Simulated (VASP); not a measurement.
```xyz
2
Lattice="2.7431 0.0000 0.0000 -1.3716 2.3756 0.0000 0.0000 0.0000 4.4054" Properties=species:S:1:pos:R:3 pbc="T T T"
Tc     0.0000     1.5838     1.1014
Tc     1.3716     0.7919     3.3041
```

Method: PBE GGA, VASP's PBE PAW potentials (set 64) (plane waves; VASP). Run with 300 eV cut-off, 11×11×6 Γ-centred mesh, Fermi-Dirac smearing of 0.14 eV, potentials Tc_pv.

At this cut-off the stress carries a Pulay error, which pulls relaxed volumes low.

Give the stress tensor in GPa (positive for a compressed cell).

```
 0.71   0.00   0.00
 0.00   0.71   0.00
 0.00   0.00  -1.06
```
The pressure is its mean diagonal, 0.12 GPa.

The structure comes from a computed database's Tc entry; how it stands against other phases isn't given here. The cell was not relaxed at this level.
